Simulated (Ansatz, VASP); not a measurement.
# RbMg3 in VASP and in Ansatz

```
Rb Mg
1.0
     3.39783    0.00000    0.00000
     0.00000    5.32220    0.00000
     0.00000    0.00000    8.12738
Rb Mg
1 3
Cartesian
  0.0000 0.0000 1.0840
  0.0000 2.6611 6.2880
  1.6989 2.6611 3.5750
  1.6989 0.0000 5.3077
```

Change from the starting cell: volume scaled by 1.06.

Alike in both runs: task single point; functional PBE; k mesh 8 × 5 × 4; occupations fermi-dirac, width 0.05 eV; no spin polarisation.

|  | VASP | Ansatz |
| --- | --- | --- |
| version | VASP 6.6.1 | Ansatz 0.2.0 |
| potentials or method | VASP PAW PBE potentials, release 64 (Rb_sv, Mg) | Ansatz PAW |
| plane-wave cutoff (eV) | 520 | 420 |
| valence electrons in the cell | 15 | 39 |

|  | VASP | Ansatz | Ansatz less VASP |
| --- | --- | --- | --- |
| gap on the k mesh at the Fermi level (eV) | none | none | - |
| pressure (GPa) | -0.9 | -0.9 | +0.03 |
| largest component of the traceless stress (GPa) | 0.78 | 0.78 | -0.004 |
| rms of the force components (eV/Å) | 0.078 | 0.075 | -0.0030 |

Atom by atom the forces differ by 0.003 eV/Å (rms over components). A gap of «none» marks a metal or a gap that the smearing closes. The two sets of potentials don't hold the same shells in valence.
